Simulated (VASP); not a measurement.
Method: PBEsol GGA, VASP's PBE PAW potentials (set 64) (plane waves; VASP).

VASP ran on this input.

**INCAR**
```
LREAL = .False.
LVHAR = .True.
ALGO = Normal
LORBIT = 11   # lm-projected
LMAXMIX = 6   # l cut-off of mixed one-centre charges
IDIPOL = 3
SYSTEM = Au(111) slab
LWAVE = .False.
NELMIN = 4
LDIPOL = .True.
SIGMA = 0.1
LASPH = .True.
DIPOL = 0.5 0.5 0.5
ISMEAR = 1
EDIFF = 1E-6   # SCF stop (eV)
NELM = 100
ENCUT = 400   # plane-wave cut-off (eV)
GGA = PS
PREC = Normal
LCHARG = .False.
```

File POSCAR:
```
Au(111) slab
1
    2.8856425260     0.0000000000     0.0000000000
   -1.4428212630     2.4990399080     0.0000000000
    0.0000000000     0.0000000000    24.4278290367
Au
4
Direct
  0.0000000000   0.0000000000   0.3552864296
  0.6666670000   0.3333330000   0.4521960675
  0.3333330000   0.6666670000   0.5478039325
  0.0000000000   0.0000000000   0.6447135704
```

KPOINTS:
```
K-points
0
G
  11 11 1
```

POTCAR, in this order: Au (PBE.64 set). Program: vasp_std. Read from the step before: WAVECAR.

Unless said otherwise, spin-orbit coupling is left out, though it shifts the bands of the heavy elements here.

**Question.** Estimate the energy per atom (σ→0), band gap (on the k-mesh).

**Answer.** 
| Quantity | Result |
|---|---|
| energy per atom (σ→0) | -357.6 kJ/mol of atoms |
| band gap (on the k-mesh) | none (metal, semimetal or under 0.01 eV) |

### OSZICAR
```
       N       E                     dE             d eps       ncg     rms          rms(c)
DAV:   1    -0.148262596282E+02   -0.14826E+02   -0.82596E-05   844   0.574E-02    0.128E-02
DAV:   2    -0.148262526787E+02    0.69495E-05   -0.32207E-05   874   0.478E-02    0.378E-03
DAV:   3    -0.148262523217E+02    0.35707E-06   -0.30747E-06   610   0.178E-02    0.165E-03
DAV:   4    -0.148262523148E+02    0.69249E-08   -0.46189E-07   452   0.437E-03
   1 F= -.14826252E+02 E0= -.14826182E+02  d E =-.211574E-03
```

The cell is a thin slab with vacuum, built from Au (fcc): (111) face.
